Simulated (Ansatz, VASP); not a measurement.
# TiIn15Se16 (Ti_In): VASP beside Ansatz

One calculation is typed for both programs; each brings its own data sets. How far apart do they land? Of the first pair: The structure shown is the start of the Ansatz relaxation below; VASP solves that cell, so the two are compared at the walk's first step.

Main program and level: Ansatz 0.2.0; plane waves, with VASP 6.6.1 beside it; LDA.

### Step 1. Set-up

The cell holds 32 atoms: 15 In, 16 Se and 1 Ti. Its edges and angles: a = 15.864 Å, b = 11.653 Å, c = 17.000 Å, α = 90.0°, β = 90.0°, γ = 109.9°. It derives from InSe (InSe monolayer (from C2/m)), repeated 4×2×1. Vacuum lies along c. Nearest the centre at fractional (0.499, 0.496, 0.519): Ti32 at 0.03 Å, Se24 at 2.59 Å, Se20 at 2.63 Å, Se21 at 2.68 Å, In11 at 2.75 Å, In10 at 3.49 Å, In6 at 3.50 Å, In14 at 3.97 Å.

### Step 2. Ansatz: relaxation, LDA

Ansatz runs on its default PAW (the set named soft_2) files.

The two programs are compared at the cell with which this relaxation starts, whose forces are those of its first step.

The input, input.yaml:

```yaml
crystal:
  lattice:
    - [15.86363157, 0.0, 0.0]
    - [-3.96590789, 10.95743643, 0.0]
    - [0.0, 0.0, 17.0]
  atoms:
    - { symbol: In, position: [-0.00110576, -0.00442308, 0.51858242] }
    - { symbol: In, position: [0.05944649, 0.23778593, 0.48141758] }
    - { symbol: Se, position: [0.09997359, 0.39989432, 0.59840907] }
    - { symbol: Se, position: [0.20836714, 0.33346853, 0.40159093] }
    - { symbol: In, position: [-0.00110576, 0.49557692, 0.51858242] }
    - { symbol: In, position: [0.05944649, 0.73778593, 0.48141758] }
    - { symbol: Se, position: [0.09997359, 0.89989432, 0.59840907] }
    - { symbol: Se, position: [0.20836714, 0.83346853, 0.40159093] }
    - { symbol: In, position: [0.24889424, -0.00442308, 0.51858242] }
    - { symbol: In, position: [0.30944649, 0.23778593, 0.48141758] }
    - { symbol: Se, position: [0.34997359, 0.39989432, 0.59840907] }
    - { symbol: Se, position: [0.45836714, 0.33346853, 0.40159093] }
    - { symbol: In, position: [0.24889424, 0.49557692, 0.51858242] }
    - { symbol: In, position: [0.30944649, 0.73778593, 0.48141758] }
    - { symbol: Se, position: [0.34997359, 0.89989432, 0.59840907] }
    - { symbol: Se, position: [0.45836714, 0.83346853, 0.40159093] }
    - { symbol: In, position: [0.49889424, -0.00442308, 0.51858242] }
    - { symbol: In, position: [0.55944649, 0.23778593, 0.48141758] }
    - { symbol: Se, position: [0.59997359, 0.39989432, 0.59840907] }
    - { symbol: Se, position: [0.70836714, 0.33346853, 0.40159093] }
    - { symbol: Ti, position: [0.49889424, 0.49557692, 0.51858242] }
    - { symbol: In, position: [0.55944649, 0.73778593, 0.48141758] }
    - { symbol: Se, position: [0.59997359, 0.89989432, 0.59840907] }
    - { symbol: Se, position: [0.70836714, 0.83346853, 0.40159093] }
    - { symbol: In, position: [0.74889424, -0.00442308, 0.51858242] }
    - { symbol: In, position: [0.80944649, 0.23778593, 0.48141758] }
    - { symbol: Se, position: [0.84997359, 0.39989432, 0.59840907] }
    - { symbol: Se, position: [0.95836714, 0.33346853, 0.40159093] }
    - { symbol: In, position: [0.74889424, 0.49557692, 0.51858242] }
    - { symbol: In, position: [0.80944649, 0.73778593, 0.48141758] }
    - { symbol: Se, position: [0.84997359, 0.89989432, 0.59840907] }
    - { symbol: Se, position: [0.95836714, 0.83346853, 0.40159093] }
basis:
  ecutwfc: 420
  xc_grid: 2
hamiltonian:
  xc: lda
kpoints:
  mp_grid: { grid: [1, 2, 1] }
magnetization:
  spin_polarized: true
  initial_magnetization: 3
  spin_locking: { lock_magnetization: hard }
scf:
  occupations: { method: fermi_dirac, width: 0.01 }
  max_iter: 80
output:
  forces: true
relax:
  f_tol: 0.02
  max_steps: 80
  random_displacement: { amplitude: 0.03, seed: 6713 }
```

Run with:

```sh
$ ansatz run input.yaml --threads 4 --pin off --max-ram 10362MiB --backend cpu --events-out ev --progress --plain --runs-dir out
```

Numbers of over 12 decimals in the logs are rounded to 6 here.

The program printed:

```text
The last accepted step is kept in <dir> (removed where the run ends without a failure and the disk answers)
Engine: ansatz 0.2.0, aarch64-unknown-linux-gnu
Pseudopotentials: kind: paw
Pseudopotential: In, paw, valence charge 13, recommended cutoff 420 eV (normal), In.paw.azcp
Pseudopotential: Se, paw, valence charge 16, recommended cutoff 420 eV (normal), Se.paw.azcp
Pseudopotential: Ti, paw, valence charge 12, recommended cutoff 420 eV (normal), Ti.paw.azcp
Functional definition: SPW92
  exchange = slater_x
  correlation = pw_c
Crystal: 32 atoms, lattice volume = 2955.020 Å³
Basis set: ecut = 420 eV, 57811 PW (Γ), exchange–correlation on 216×160×240 points (8 copies of the dense FFT grid, shifted against one another)
Bands: 280, of which v1, the nominal top of the filled ones, is band 232 counted from 1 (231 counted from 0)
Symmetry: 1 space group operations
k-points: 2
Non-local potential: In, projectors of the file, l = 0: 2, l = 1: 2, l = 2: 2, l = 3: 2
Non-local potential: Se, projectors of the file, l = 0: 2, l = 1: 2, l = 2: 3, l = 3: 1
Non-local potential: Ti, projectors of the file, l = 0: 3, l = 1: 2, l = 2: 3, l = 3: 1
PAW form: soft (Blöchl's): semilocal exchange-correlation on the pseudo side does not see the compensation charge
PAW frozen core: In, regenerated for the run's functional, and the local potential with it (the file was generated under x = pbe(κ = 0.804, μ = 0.219515), c = pbe(β = 0.066725))
PAW frozen core: Se, regenerated for the run's functional, and the local potential with it (the file was generated under x = pbe(κ = 0.804, μ = 0.219515), c = pbe(β = 0.066725))
PAW frozen core: Ti, regenerated for the run's functional, and the local potential with it (the file was generated under x = pbe(κ = 0.804, μ = 0.219515), c = pbe(β = 0.066725))
PAW one-centre angular grid: In, 590 points (default); XC on 64 Gauss nodes
PAW one-centre angular grid: Se, 590 points (default); XC on 64 Gauss nodes
PAW one-centre angular grid: Ti, 590 points (default); XC on 64 Gauss nodes
Initial density: superposition of atomic densities (neutral atoms: chi_scale 0, normalization atom)
Starting moments: Σ|m| = 3 μB on 32 of 32 sites
Initial wavefunctions: pseudopotential atomic-orbital guess
Functional: x = slater, c = lda
iter 1 solved again at ethr=2.40e-3 eV; its pass at ethr=3.10e-3 eV (dr2=1.11e1 eV) is discarded
SCF iter   1: F=—  HF=-170435.197386 eV  |F-HF|=—  |Δ(HF+E_count)|=         —  Δρ=8.39e-3 (↑8.39e-3 ↓8.04e-3)  dr2=1.12e1  dr2_m=3.37e-1  M=3.000 μB ∫|m|=3.068 μB  β_m=0.30  ethr=2.40e-3  ⟨swp⟩=2.5  Hψ=5983  notcnv=0
preconditioner: auto → LDOS  [metal: Δε(μ)=0.012 eV  Ē_g=13.147 eV  σ=0.010 eV  W_gap=0.28  n_scr=402 (ndim 8)  ℏωp=11.7 eV  f_vac=0.642  D(μ)=45.80/eV (n_scr^D=226)]
spin=Collinear: LDOS preconditioning applied to the charge; magnetization (m = ρ↑ − ρ↓) channel mixes plain (no charge-response kernel on spin).
SCF iter   2: F=—  HF=-170441.361736 eV  |F-HF|=—  |Δ(HF+E_count)|=    6.16e0  Δρ=6.20e-3 (↑6.20e-3 ↓5.50e-3)  dr2=4.65e0  dr2_m=2.93e-1  M=3.000 μB ∫|m|=3.058 μB  β_m=0.53  ethr=2.40e-3  ⟨swp⟩=4.8  Hψ=1824  notcnv=0  defer=1
SCF iter   3: F=—  HF=-170448.359403 eV  |F-HF|=—  |Δ(HF+E_count)|=    7.00e0  Δρ=3.35e-3 (↑3.35e-3 ↓2.34e-3)  dr2=6.55e-1  dr2_m=1.34e-1  M=3.000 μB ∫|m|=3.052 μB  β_m=0.77  ethr=1.01e-3  ⟨swp⟩=3.0  Hψ=1979  notcnv=0  defer=165
SCF iter   4: F=—  HF=-170448.786923 eV  |F-HF|=—  |Δ(HF+E_count)|=   4.28e-1  Δρ=9.85e-4 (↑7.70e-4 ↓9.85e-4)  dr2=2.24e-1  dr2_m=8.85e-3  M=3.000 μB ∫|m|=3.095 μB  β_m=0.69  ethr=1.41e-4  ⟨swp⟩=3.0  Hψ=1826  notcnv=0  defer=162
SCF iter   5: F=—  HF=-170448.801759 eV  |F-HF|=—  |Δ(HF+E_count)|=         —  Δρ=1.47e-3 (↑1.47e-3 ↓4.74e-4)  dr2=2.55e-1  dr2_m=1.99e-2  M=3.000 μB ∫|m|=3.157 μB  β_m=0.69  ethr=4.83e-5  ⟨swp⟩=3.2  Hψ=1994  notcnv=0  defer=161
SCF iter   6: F=—  HF=-170448.806557 eV  |F-HF|=—  |Δ(HF+E_count)|=   4.80e-3  Δρ=1.51e-3 (↑1.51e-3 ↓4.41e-4)  dr2=3.03e-1  dr2_m=1.40e-2  M=3.000 μB ∫|m|=3.148 μB  β_m=0.49  ethr=4.83e-5  ⟨swp⟩=3.5  Hψ=2117  notcnv=0  defer=161
SCF iter   7: F=—  HF=-170448.781585 eV  |F-HF|=—  |Δ(HF+E_count)|=   2.50e-2  Δρ=5.84e-4 (↑5.84e-4 ↓2.03e-4)  dr2=4.98e-2  dr2_m=2.31e-3  M=3.000 μB ∫|m|=3.155 μB  β_m=0.53  ethr=4.83e-5  ⟨swp⟩=2.5  Hψ=1893  notcnv=0  defer=163
SCF iter   8: F=—  HF=-170448.776487 eV  |F-HF|=—  |Δ(HF+E_count)|=   5.10e-3  Δρ=1.09e-4 (↑1.09e-4 ↓8.39e-5)  dr2=2.56e-3  dr2_m=1.22e-4  M=3.000 μB ∫|m|=3.158 μB  β_m=0.53  ethr=1.08e-5  ⟨swp⟩=3.0  Hψ=1773  notcnv=0  defer=163
SCF iter   9: F=—  HF=-170448.776339 eV  |F-HF|=—  |Δ(HF+E_count)|=   1.48e-4  Δρ=4.56e-5 (↑4.56e-5 ↓2.82e-5)  dr2=2.58e-4  dr2_m=2.56e-5  M=3.000 μB ∫|m|=3.160 μB  β_m=0.46  ethr=5.53e-7  ⟨swp⟩=2.8  Hψ=1617  notcnv=0  defer=163
[...]
SCF iter   2: F=—  HF=-170449.257748 eV  |F-HF|=—  |Δ(HF+E_count)|=   9.22e-4  Δρ=1.04e-4 (↑1.04e-4 ↓7.76e-5)  dr2=4.70e-4  dr2_m=1.20e-4  M=3.000 μB ∫|m|=3.157 μB  β_m=0.55  ethr=6.03e-7  ⟨swp⟩=2.0  Hψ=2063  notcnv=0  defer=161
SCF iter   3: F=—  HF=-170449.257785 eV  |F-HF|=—  |Δ(HF+E_count)|=   3.63e-5  Δρ=4.99e-5 (↑4.99e-5 ↓3.84e-5)  dr2=1.92e-4  dr2_m=2.99e-5  M=3.000 μB ∫|m|=3.157 μB  β_m=0.56  ethr=1.02e-7  ⟨swp⟩=2.0  Hψ=1716  notcnv=0  defer=161
[...]
SCF 7 converged in 8 iterations: F = -170449.257786 eV  dr2 = 9.49e-9
relax step   7: F+E_penalty+E_count = -170449.25778647 eV  Δ(F+E_penalty+E_count) = -1.752e-3 eV  max|allowed force component| = 1.237e-2 eV/Å  Δτ_max = 0.0176 Å  (8 SCF iters, accepted)
SCF converged after 8 iterations
Stability checked in part: among states of this total moment the steps that led to this state did not find it unstable. No probe was made; neither looks for a lower state of another moment (fixed_total_moment; see scf.lower_state_search)
Magnetization: 3.0000 μB (233.0000 up, 230.0000 down)
Absolute magnetization: 3.1361 μB (∫|ρ↑−ρ↓|, with the PAW one-centre terms)
Spin contamination: 0.0149 ħ² per cell (⟨S²⟩ above its minimum at these occupations)
Per-site moments (μB) at R_I (Å): [(0.00102836, 1.081012), (0.00207267, 1.078817), (0.010661, 1.078625), (0.013358, 1.078817), (0.00283767, 1.078625), (0.00196551, 1.081344), (0.00793871, 1.081270), (0.012003, 1.081488), (0.00958297, 1.080261), (0.010819, 1.082906), (-0.00512235, 1.014593), (-0.012885, 1.018959), (0.022018, 1.080917), (0.00801646, 1.079738), (0.00739455, 1.077998), (0.078027, 1.079738), (0.010252, 1. [...]
Free energy (F): -170449.257786 eV
Harris-Foulkes:  -170449.257786 eV  (|F-HF|=4.89e-9)
Internal energy: -170449.257745 eV  (E = F + TS)
E sigma→0 (E₀):  -170449.257766 eV
Entropy (-TS):   -0.000041 eV (-0.001 meV/atom)
Fermi energy:    -1.015798 (↑ -0.195348, ↓ -1.849548) eV
--- Per-component energies (eV) ---
  E_band       = -11446.732837
  E_kinetic    = 5841.085237
  E_local      = -235858.605433  (includes V_loc(G=0)·N_el)
  E_nonlocal   = -3858.649845
  E_hartree    = 113471.068389
  E_xc         = -4950.831998
  E_vxc        = -3205.696908  (∫ρ·V_xc dr)
  E_paw        = -90463.276462  (= ΣΔE_a)
  E_vpaw       = -1306.996991  (= ΣTr[D̂ρ^β])
  E_aug_tail   = -0.009261  (compensation charges beyond the density's cutoff)
  E_ewald      = 45329.889836
  E_core_change = 40.071793  (= ΣΔE_core)
  E_smearing   = -0.000041  (= −TS)
  E_closure    = 0.000000  (closes the sum)
  Σ components = -170449.257786   (vs F -170449.257786, Δ=0.00e0)
--- Forces (eV/Å), atoms counted from 1 ---
  atom   1  In    -0.00120569    -0.00172972     0.00584684
  atom   2  In    -0.00740435    -0.00084207    -0.00155693
  atom   3  Se     0.00674452    -0.00022747     0.00009647
  atom   4  Se    -0.00039692     0.00483709    -0.00050079
  atom   5  In    -0.00615887     0.00311476    -0.00147443
  atom   6  In     0.00963767     0.00363142    -0.00768565
  atom   7  Se    -0.01119618     0.00025908     0.00054904
  atom   8  Se    -0.01072949    -0.00346730     0.00074507
  atom   9  In     0.00566975    -0.00358239    -0.00450177
  atom  10  In     0.00356751    -0.00503579    -0.00083641
  atom  11  Se    -0.00802663    -0.00328057     0.00474725
  atom  12  Se    -0.00525672    -0.00083701     0.00334072
  atom  13  In    -0.00374633     0.00330139    -0.00333650
  atom  14  In    -0.00637291    -0.00396459    -0.00036514
  atom  15  Se     0.01236764     0.00456347     0.00274694
  atom  16  Se     0.01188098    -0.00188579     0.00371100
  atom  17  In    -0.00309011    -0.00086048     0.00378744
  atom  18  In     0.00710985    -0.00987713    -0.00031629
  atom  19  Se    -0.00400321     0.00444517     0.00060091
  atom  20  Se     0.00017155     0.00183174    -0.00079321
  atom  21  Ti     0.01125030     0.00960808    -0.00061706
  atom  22  In    -0.00302851     0.00088317    -0.00147554
  atom  23  Se    -0.00286296    -0.00209906    -0.00153044
  atom  24  Se     0.00236920    -0.00004178    -0.00126461
  atom  25  In     0.00451161     0.00298106    -0.00015374
  atom  26  In    -0.00503086     0.00108369     0.00211796
  atom  27  Se     0.00560627    -0.00030211     0.00018624
  atom  28  Se     0.00400518    -0.00151516    -0.00125311
  atom  29  In     0.00022740     0.00015316    -0.00376170
  atom  30  In    -0.00298411     0.00373572     0.00253255
  atom  31  Se     0.00003701    -0.00417972    -0.00042002
  atom  32  Se    -0.00365278    -0.00070493     0.00083943
  max |Σ_I F_I| component: 9.82e-6 eV/Å
--- Relaxed structure (7 steps of the walk, 6 accepted, 0 SCFs on fresh bases) ---
  F+E_penalty+E_count = -170449.25778647 eV   max|allowed force component| = 1.237e-2 eV/Å
  atoms:
    - { symbol: In, position: [-0.000915907, -0.00382779, 0.518107] }
    - { symbol: In, position: [0.060830, 0.238707, 0.481542] }
    - { symbol: Se, position: [0.099715, 0.401720, 0.597150] }
    - { symbol: Se, position: [0.209111, 0.334423, 0.401568] }
    - { symbol: In, position: [0.00034588, 0.496740, 0.515252] }
    - { symbol: In, position: [0.060769, 0.740517, 0.478678] }
    - { symbol: Se, position: [0.099417, 0.898999, 0.597653] }
    - { symbol: Se, position: [0.209498, 0.844464, 0.400084] }
    - { symbol: In, position: [0.249575, 0.000439322, 0.520586] }
    - { symbol: In, position: [0.310712, 0.243964, 0.485303] }
    - { symbol: Se, position: [0.356887, 0.415970, 0.594236] }
    - { symbol: Se, position: [0.460318, 0.335816, 0.403293] }
    - { symbol: In, position: [0.248263, 0.500968, 0.516323] }
    - { symbol: In, position: [0.307415, 0.742772, 0.479237] }
    - { symbol: Se, position: [0.348563, 0.900397, 0.599225] }
    - { symbol: Se, position: [0.460535, 0.831583, 0.405031] }
    - { symbol: In, position: [0.497753, -0.00682265, 0.520284] }
    - { symbol: In, position: [0.559636, 0.236860, 0.484386] }
    - { symbol: Se, position: [0.601196, 0.403303, 0.596977] }
    - { symbol: Se, position: [0.707139, 0.327290, 0.401932] }
    - { symbol: Ti, position: [0.497255, 0.473128, 0.518510] }
    - { symbol: In, position: [0.556397, 0.729138, 0.492064] }
    - { symbol: Se, position: [0.602001, 0.906840, 0.602598] }
    - { symbol: Se, position: [0.703296, 0.828854, 0.404589] }
    - { symbol: In, position: [0.747987, -0.00768534, 0.518774] }
    - { symbol: In, position: [0.810959, 0.236291, 0.481054] }
    - { symbol: Se, position: [0.852637, 0.399850, 0.596206] }
    - { symbol: Se, position: [0.958678, 0.331455, 0.400112] }
    - { symbol: In, position: [0.750029, 0.494797, 0.516629] }
    - { symbol: In, position: [0.810172, 0.737815, 0.480135] }
    - { symbol: Se, position: [0.850488, 0.898771, 0.597983] }
    - { symbol: Se, position: [0.958874, 0.836332, 0.400110] }
```

(Continued in part 2 of 2.)

[Lines on the potential files, build, host, timing and source positions are cut from VASP's logs without a mark.]

[Logs are printed without paths, hosts, clocks, repeated set-up lines and the standing remarks that a program may print on its own settings, such as how far it seeks lower states.]

[Hosts, paths, dates, database ids (printed as entryN), source tags and the programs' standing remarks are cut or masked in the printed files.]
